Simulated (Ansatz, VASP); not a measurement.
# Si2W in two plane-wave programs

One calculation is typed for both programs; each brings its own data sets and cutoff. How far apart do they land?

Main program and level: Ansatz 0.2.0; plane waves, with VASP 6.6.1 beside it; relaxation of cell and atoms at r2SCAN with rVV10.

## Step 1: Set-up

The structure is tetragonal, space group I4/mmm (No. 139). Conventional cell: a = 3.214 Å, b = 3.214 Å, c = 7.830 Å, α = 90.00°, β = 90.00°, γ = 90.00°. Nearest to Si lie 5 Si at 2.59 to 2.63 Å and 5 W at 2.62 Å. Nearest to W lie 10 Si at 2.62 Å. Farther neighbours are not listed.

## Step 2: Ansatz: relaxation of cell and atoms, r2SCAN with rVV10

Ansatz runs on its default PAW (the set named soft_2) files.

The relaxed volume is the usual yardstick between codes: its relative difference is about their pressure difference at one cell divided by the bulk modulus.

Contents of input.yaml:

```yaml
crystal:
  lattice:
    - [-1.6069, 1.6069, 3.91495]
    - [1.6069, -1.6069, 3.91495]
    - [1.6069, 1.6069, -3.91495]
  atoms:
    - { symbol: Si, position: [0.3347, 0.3347, 0.0] }
    - { symbol: Si, position: [0.6653, 0.6653, 0.0] }
    - { symbol: W, position: [0.0, 0.0, 0.0] }
hamiltonian:
  xc: r2scan
  pseudopotentials: { kind: paw }
  dispersion: rvv10
kpoints:
  mp_grid: { grid: [10, 10, 10] }
scf:
  occupations: { method: fermi_dirac, width: 0.05 }
relax:
  f_tol: 0.01
  max_steps: 60
  cell: { stress_tol: 0.05 }
output:
  forces: true
  stress: true
```

Command:

```console
$ ansatz run input.yaml --threads 4 --pin off --max-ram 9216MiB --backend cpu --events-out ev --progress --plain --runs-dir out
```

Numbers of over 12 decimals in the logs are rounded to 6 here.

Log:

```text
Engine: ansatz 0.2.0, aarch64-unknown-linux-gnu
Pseudopotentials: kind: paw
Pseudopotential: Si, paw, valence charge 4, recommended cutoff 500 eV (meta_gga), Si.paw.azcp
Pseudopotential: W, paw, valence charge 14, recommended cutoff 500 eV (meta_gga), W.paw.azcp
Functional definition: r2SCAN+rVV10
  parameter k0 = 0.174
  parameter k1 = 0.065
  parameter a1 = 4.9479
  exchange = r2scan_x(k0 = k0, k1 = k1, a1 = a1)
  correlation = r2scan_c + rvv10(11.95, 0.0093)
Crystal: 3 atoms, lattice volume = 40.436 Å³
Basis set: ecut = 500 eV, 1039 PW (Γ), exchange–correlation on 160×160×160 points (64 copies of the dense FFT grid, shifted against one another)
Bands: 15, of which v1, the nominal top of the filled ones, is band 11 counted from 1 (10 counted from 0)
Symmetry: 16 space group operations
Space group: I4/mmm (ITA 139), of the structure as read, at distance tolerance 3.4e-5 Å
k-points: 102 of 1000
Non-local potential: Si, projectors of the file, l = 0: 2, l = 1: 2, l = 2: 2
Non-local potential: W, projectors of the file, l = 0: 3, l = 1: 2, l = 2: 2, l = 3: 1
PAW form: soft (Blöchl's): semilocal exchange-correlation on the pseudo side does not see the compensation charge
rVV10 density: all electrons in the spheres
PAW frozen core: Si, regenerated for the run's functional (the file was generated under x = pbe(κ = 0.804, μ = 0.219515), c = pbe(β = 0.066725))
PAW frozen core: W, regenerated for the run's functional (the file was generated under x = pbe(κ = 0.804, μ = 0.219515), c = pbe(β = 0.066725))
PAW one-centre angular grid: Si, 302 points (default); XC on 160 Gauss nodes
PAW one-centre angular grid: W, 590 points (default); XC on 160 Gauss nodes
Initial density: superposition of atomic densities (neutral atoms: chi_scale 0, normalization atom), corrected by the library's trained network
Initial wavefunctions: pseudopotential atomic-orbital guess
Functional: x = r2scan, c = r2scan + rvv10(b = 11.95, C = 0.0093); τ floored in thin density (d = 2e-4 eV/Å³)
SCF iter   1: F=—  HF=-11672.671711 eV  |F-HF|=—  |Δ(HF+E_count)|=         —  Δρ=9.27e-3  dr2=5.20e-2  dr2_τ=8.24e-2  ethr=1.77e-3  ⟨swp⟩=5.9  Hψ=9134  notcnv=0
preconditioner: auto → none  [insulator: Δε(μ)=0.146 eV  Ē_g=8.619 eV  σ=0.050 eV  W_gap=0.60  n_scr=10 (ndim 8)  ℏωp=21.8 eV  f_vac=0.000  D(μ)=0.24/eV (n_scr^D=0)  ε∞_Penn≈7.4]
SCF iter   2: F=—  HF=-11672.732350 eV  |F-HF|=—  |Δ(HF+E_count)|=   6.06e-2  Δρ=7.10e-3  dr2=3.99e-2  dr2_τ=4.86e-3  ethr=2.37e-4  ⟨swp⟩=2.5  Hψ=3539  notcnv=0
SCF iter   3: F=—  HF=-11672.724087 eV  |F-HF|=—  |Δ(HF+E_count)|=   8.26e-3  Δρ=2.98e-3  dr2=1.91e-3  dr2_τ=1.36e-4  ethr=1.81e-4  ⟨swp⟩=2.2  Hψ=2464  notcnv=0
SCF iter   4: F=—  HF=-11672.724852 eV  |F-HF|=—  |Δ(HF+E_count)|=   7.65e-4  Δρ=4.32e-4  dr2=8.35e-5  dr2_τ=2.25e-5  ethr=8.69e-6  ⟨swp⟩=2.7  Hψ=2781  notcnv=0
SCF iter   5: F=—  HF=-11672.724838 eV  |F-HF|=—  |Δ(HF+E_count)|=   1.45e-5  Δρ=1.16e-4  dr2=4.11e-6  dr2_τ=6.72e-7  ethr=3.80e-7  ⟨swp⟩=2.2  Hψ=2244  notcnv=0
SCF iter   6: F=—  HF=-11672.724838 eV  |F-HF|=—  |Δ(HF+E_count)|=   1.40e-8  Δρ=4.27e-5  dr2=5.57e-7  dr2_τ=4.61e-8  ethr=1.87e-8  ⟨swp⟩=2.5  Hψ=2567  notcnv=0
SCF iter   7: F=-11672.724838 eV  HF=-11672.724838 eV  |F-HF|=1.65e-8  |Δ(HF+E_count)|=   3.99e-7  Δρ=7.68e-6  dr2=1.35e-8  dr2_τ=9.76e-10  ethr=4.55e-10  ⟨swp⟩=5.0  Hψ=5737  notcnv=0
SCF 1 converged in 7 iterations: F = -11672.724838 eV  dr2 = 1.35e-8
  greatest PAW one-centre occupation: 0.999 electrons in one spin orbital (limit 2), on the W atom at site 2 (counted from 0), in its partial waves of l = 0
relax step   1: F+E_penalty+E_count = -11672.72483837 eV  Δ(F+E_penalty+E_count) = +0.000e0 eV  max|allowed force component| = 7.037e-2 eV/Å  Δτ_max = 0.0000 Å  P = -2.287 GPa  Ω = 40.436 Å³  (7 SCF iters, dr2 threshold 1.00e-7 eV, accepted)
[...]
relax step   2: F+E_penalty+E_count = -11672.72760172 eV  Δ(F+E_penalty+E_count) = -2.763e-3 eV  max|allowed force component| = 2.225e-2 eV/Å  Δτ_max = 0.0025 Å  P = +0.933 GPa  Ω = 39.915 Å³  energy of the carried Pulay correction = +1.262e-4 eV  (6 SCF iters, dr2 threshold 3.00e-7 eV, accepted)
[...]
relax step   3: F+E_penalty+E_count = -11672.72802497 eV  Δ(F+E_penalty+E_count) = -4.232e-4 eV  max|allowed force component| = 1.286e-3 eV/Å  Δτ_max = 0.0005 Å  P = -0.018 GPa  Ω = 40.067 Å³  energy of the carried Pulay correction = +8.911e-5 eV  (6 SCF iters, dr2 threshold 3.00e-7 eV, accepted)
[...]
relax step   4: F+E_penalty+E_count = -11672.72794078 eV  Δ(F+E_penalty+E_count) = +8.419e-5 eV  max|allowed force component| = 1.330e-3 eV/Å  Δτ_max = 0.0000 Å  P = -0.020 GPa  Ω = 40.067 Å³  stress off target by 2.63e-2 GPa  SCF on the basis re-selected at this cell (its energy is not comparable with the rows above)  (5 SCF iters)
basis re-selected at this cell: Δ(F+E_penalty+E_count) = +8.419e-5 eV, ΔP = -0.001 GPa vs the last step (what re-selecting the basis moved, of the pressure what is left beyond the Pulay correction that the steps carried, after the strain that the cell walked since its last selection, with what the two solves' SCF thresholds leave and, on support functions, any second-order correction that the steps lacked; it is no m [...]
SCF converged after 5 iterations
Free energy (F): -11672.727941 eV
Harris-Foulkes:  -11672.727941 eV  (|F-HF|=1.09e-11)
Internal energy: -11672.725884 eV  (E = F + TS)
E sigma→0 (E₀):  -11672.726912 eV
Entropy (-TS):   -0.002057 eV (-0.686 meV/atom)
Fermi energy:    16.861592 eV
--- Per-component energies (eV) ---
  E_band       = -93.055773
  E_kinetic    = 543.093661
  E_local      = -940.347186  (includes V_loc(G=0)·N_el)
  E_nonlocal   = 49.243919
  E_hartree    = 371.625579
  E_xc         = -353.316470
  E_vxc        = -367.340884  (∫ρ·V_xc dr)
  E_paw        = -9632.560782  (= ΣΔE_a)
  E_vpaw       = -139.010691  (= ΣTr[D̂ρ^β])
  E_aug_tail   = -0.000027  (compensation charges beyond the density's cutoff)
  E_vtau       = 18.054270  (kinetic-family band-sum trace: ∫τ·v_τ [+ j·A + Jᵃ·Aᵃ] dr)
  E_ewald      = -1709.723762
  E_core_change = -0.740815  (= ΣΔE_core)
  E_smearing   = -0.002057  (= −TS)
  E_closure    = 0.000000  (closes the sum)
  Σ components = -11672.727941   (vs F -11672.727941, Δ=0.00e0)
--- Forces (eV/Å), atoms counted from 1 ---
  atom   1  Si    -0.00000000    -0.00000000     0.00133019
  atom   2  Si    -0.00000000    -0.00000000    -0.00133019
  atom   3  W     -0.00000000     0.00000000     0.00000000
  max |Σ_I F_I| component: 1.11e-16 eV/Å
--- Stress (GPa, compression-positive) ---
       -0.026275       0.000000       0.000000
        0.000000      -0.026275       0.000000
       -0.000000      -0.000000      -0.006369
  P = ⅓ Tr σ = -0.0196 GPa (-0.196 kbar)
--- Relaxed structure (3 steps of the walk, 3 accepted, 1 SCFs on fresh bases) ---
  F+E_penalty+E_count = -11672.72794078 eV   max|allowed force component| = 1.330e-3 eV/Å   (the final SCF, on the basis selected at the relaxed cell)
  cell:  # Å, volume = 40.0674 Å³
    - [-1.603314, 1.603314, 3.896672]
    - [1.603314, -1.603314, 3.896672]
    - [1.603314, 1.603314, -3.896672]
  atoms:
    - { symbol: Si, position: [0.334945, 0.334945, 0] }
    - { symbol: Si, position: [0.665055, 0.665055, 0] }
    - { symbol: W, position: [0, 0, 0] }
```

Elapsed: 17 s, on 4 threads of Arm Neoverse V2, shared host; peak memory 0.7 GiB; 59 s of CPU time.

(Continued in part 2 of 2.)

[Lines on the potential files, build, host, timing and source positions are cut from VASP's logs without a mark.]

[Logs are printed without paths, hosts, clocks, repeated set-up lines and the standing remarks that a program may print on its own settings, such as how far it seeks lower states.]

[Hosts, paths, dates, database ids (printed as entryN), source tags and the programs' standing remarks are cut or masked in the printed files.]
